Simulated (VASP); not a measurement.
Method: PBE GGA with D3 dispersion (zero damping), VASP's PBE PAW potentials (set 64) (plane waves; VASP).

VASP input:

File POSCAR:
```
CuAu
1.0
  2.8000000000   0.0000000000   0.0000000000
  0.0000000000   2.8000000000   0.0000000000
  0.0000000000   0.0000000000   3.6700000000
Cu Au
1 1
Cartesian
  0.0000000000   0.0000000000   0.0000000000
  1.4000000000   1.4000000000   1.8350000000
```

File KPOINTS:
```
Automatic mesh
0
Gamma
12 12 9
0 0 0
```

**INCAR**
```
SYSTEM = CuAu
PREC = Accurate
ENCUT = 520
EDIFF = 1E-6
NELM = 100
ALGO = Normal
LREAL = .FALSE.
LASPH = .TRUE.
ISMEAR = 1
SIGMA = 0.1
GGA = PE
IVDW = 11
LMAXMIX = 6
LWAVE = .FALSE.
LCHARG = .FALSE.
IBRION = 2
ISIF = 3
NSW = 60
EDIFFG = -0.01
```

POTCAR, in this order: Cu Au (PBE.64 set). Program: vasp_std.

Unless said otherwise, spin-orbit coupling is left out, though it shifts the bands of the heavy elements here.

Q: What does the run give for the energy per atom (σ→0), dispersion energy, volume per atom, band gap (on the k-mesh)?

A: 
```json
{
 "energy per atom (σ→0)": "-4.221 eV/atom",
 "dispersion_energy": "-32.72 kcal/mol",
 "band gap (on the k-mesh)": "none (metal, semimetal or under 0.01 eV)",
 "volume_per_atom": "14.38 Å³/atom"
}
```

### OSZICAR
```
...
       N       E                     dE             d eps       ncg     rms          rms(c)
DAV:   1    -0.702367531296E+01   -0.51437E-03   -0.24831E-02  4809   0.168E+00    0.167E-01
DAV:   2    -0.702323181780E+01    0.44350E-03   -0.12205E-03  5760   0.826E-01    0.836E-02
DAV:   3    -0.702314928554E+01    0.82532E-04   -0.70971E-04  5310   0.965E-01    0.848E-02
DAV:   4    -0.702307314345E+01    0.76142E-04   -0.20378E-04  5007   0.516E-01    0.249E-02
DAV:   5    -0.702306501493E+01    0.81285E-05   -0.23184E-05  6328   0.741E-02    0.616E-03
DAV:   6    -0.702306496513E+01    0.49794E-07   -0.90088E-07  2296   0.268E-02
  15 F= -.84418919E+01 E0= -.84417461E+01  d E =-.431032E-04
```

The compound is CuAu in the L1_0 structure. This run relaxes it. Symmetry was kept, so distortions that lower it aren't found.
